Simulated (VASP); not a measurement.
The system is Ti.

```
Ti
1.0
     2.95000    0.00000    0.00000
    -1.47500    2.55477    0.00000
     0.00000    0.00000    4.68000
Ti
2
Cartesian
  0.0000 1.7032 1.1700
  1.4750 0.8516 3.5100
```

Base run:

- Program: VASP 6.6.1
- Functional: PBEsol
- Potentials or basis: VASP PAW PBE potentials, release 64 (Ti_sv)
- Cutoff: 700 eV
- k mesh: 13 × 13 × 7
- Occupations: fermi-dirac, width 0.05 eV
- Spin: no spin polarisation

Its results: band gap on the k mesh none (metal or under the smearing width); pressure -5.9 GPa.

Task: After a change of settings the same cell gave: band gap on the k mesh none (metal or under the smearing width); pressure -1.8 GPa. Which change was it?
A. potentials or basis from VASP PAW PBE potentials, release 64 (Ti_sv) to VASP PAW PBE potentials, release 64 (Ti); cutoff from 700 eV to 500 eV; valence electrons from 24 to 8
B. cutoff from 700 eV to 600 eV
C. functional from PBEsol to r2SCAN; cutoff from 700 eV to 520 eV
D. cutoff from 700 eV to 520 eV; k mesh from 13 × 13 × 7 to 18 × 18 × 10

Result: C.

Caveats: the PAW data sets were made with another functional, which shifts forces and pressure a little.
